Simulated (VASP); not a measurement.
These are LDA (Ceperley-Alder, Perdew-Zunger), VASP's LDA PAW potentials (set 64) (plane waves; VASP) values and carry that method's errors.

A VASP calculation is set up with these files.

File POSCAR:
```
InGaN2
1
    3.3264679891    -0.0000000000     0.0000000000
   -1.6632339945     2.8808053202     0.0000000000
    0.0000000000     0.0000000000     5.4561992354
In Ga N
1 1 2
Direct
  0.0000000000   0.0000000000   0.9971156582
  0.6666670000   0.3333330000   0.4959244872
  0.6666670000   0.3333330000   0.1460448234
  0.0000000000   0.0000000000   0.6025150312
```

INCAR:
```
# general
SYSTEM  = InGaN2
PREC    = Accurate
ENCUT   = 520   # plane-wave cut-off (eV)
LREAL   = .False.   # projection in real space or not
LASPH   = .True.

# electronic loop
EDIFF   = 1E-7
NELM    = 100   # most electronic steps
ALGO    = Normal   # blocked Davidson
LMAXMIX = 4   # l cut-off of mixed one-centre charges

# smearing
ISMEAR  = -5   # tetrahedra, Bloechl

# ions
ISIF    = 2

# output
LWAVE   = .False.
LCHARG  = .True.
LORBIT  = 11   # lm-projected
NEDOS   = 601

# other
LEFG    = .True.
```

**KPOINTS**
```
Automatic
0
gamma
9 9 5
0 0 0
```

POTCAR, in this order: In_d Ga_d N (LDA.64 set). Program: vasp_std.

What VASP printed:

**OSZICAR**
```
       N       E                     dE             d eps       ncg     rms          rms(c)
DAV:   1     0.319370450669E+03    0.31937E+03   -0.18177E+04  2248   0.266E+03
DAV:   2     0.127244229256E+02   -0.30665E+03   -0.29910E+03  2382   0.527E+02
DAV:   3    -0.284907596494E+02   -0.41215E+02   -0.40836E+02  2608   0.179E+02
DAV:   4    -0.303565082045E+02   -0.18657E+01   -0.18565E+01  2944   0.387E+01
DAV:   5    -0.304082069781E+02   -0.51699E-01   -0.51680E-01  2924   0.615E+00    0.134E+01
DAV:   6    -0.260358104123E+02    0.43724E+01   -0.18546E+01  4238   0.623E+01    0.915E+00
DAV:   7    -0.260828257440E+02   -0.47015E-01   -0.17011E+00  2362   0.109E+01    0.300E+00
DAV:   8    -0.260331700348E+02    0.49656E-01   -0.15688E-01  3552   0.456E+00    0.145E+00
DAV:   9    -0.260138241866E+02    0.19346E-01   -0.30838E-02  3534   0.276E+00    0.359E-01
DAV:  10    -0.260131925373E+02    0.63165E-03   -0.31410E-03  3024   0.608E-01    0.210E-01
DAV:  11    -0.260131880887E+02    0.44485E-05   -0.15131E-03  3498   0.363E-01    0.758E-02
DAV:  12    -0.260131569322E+02    0.31157E-04   -0.21674E-04  3574   0.182E-01    0.197E-02
DAV:  13    -0.260131570879E+02   -0.15569E-06   -0.29668E-05  2704   0.485E-02    0.948E-03
DAV:  14    -0.260131573035E+02   -0.21558E-06   -0.37165E-06  2794   0.179E-02    0.401E-03
DAV:  15    -0.260131573003E+02    0.31714E-08   -0.49726E-07  2740   0.755E-03
   1 F= -.26013157E+02 E0= -.26013157E+02  d E =0.000000E+00
```

### OUTCAR
```
------------------------ aborting loop because EDIFF is reached ----------------------------------------
  FORCE on cell =-STRESS in cart. coord.  units (eV):
  Direction    XX          YY          ZZ          XY          YZ          ZX
  --------------------------------------------------------------------------------------
  Total       -0.0278168     -0.0278168      0.0102984     -0.0000000      0.0000000     -0.0000000
  in kB       -0.8523746     -0.8523743      0.3155693     -0.0000000      0.0000000     -0.0000000
  external PRESSURE =      -0.4630599 kB  Pullay stress =       0.0000000 kB
  volume of cell :       52.29
      direct lattice vectors                 reciprocal lattice vectors
     3.326467989  0.000000000  0.000000000     0.300619156  0.173562579  0.000000000
    -1.663233995  2.880805320  0.000000000     0.000000000  0.347125157  0.000000000
     0.000000000  0.000000000  5.456199235     0.000000000  0.000000000  0.183277765
 POSITION                                       TOTAL-FORCE (eV/Angst)
 -----------------------------------------------------------------------------------
      0.00000      0.00000      5.44046         0.000000     -0.000000     -0.018126
      1.66324      0.96027      2.70586        -0.000000      0.000000     -0.001171
      1.66324      0.96027      0.79685        -0.000000     -0.000000      0.004745
      0.00000      0.00000      3.28744         0.000000     -0.000000      0.014552
 -----------------------------------------------------------------------------------
    total drift:                               -0.001515      0.000869     -0.000865
  FREE ENERGIE OF THE ION-ELECTRON SYSTEM (eV)
  ---------------------------------------------------
  free  energy   TOTEN  =       -26.0131573003 eV

  energy  without entropy=      -26.0131573003  energy(sigma->0) =      -26.01315730

 total charge

# of ion       s       p       d       tot
------------------------------------------
    1        0.787   0.904  10.032  11.723
    2        0.788   0.846  10.152  11.786
    3        1.222   2.476   0.000   3.697
    4        1.218   2.408   0.000   3.626
--------------------------------------------------
tot          4.015   6.633  20.184  30.832
```
(Selected blocks of OUTCAR.)

The structure comes from a computed database's InGaN2 entry (P3m1); how it stands against other phases isn't given here. It was relaxed first, which changed the volume by -6 %.
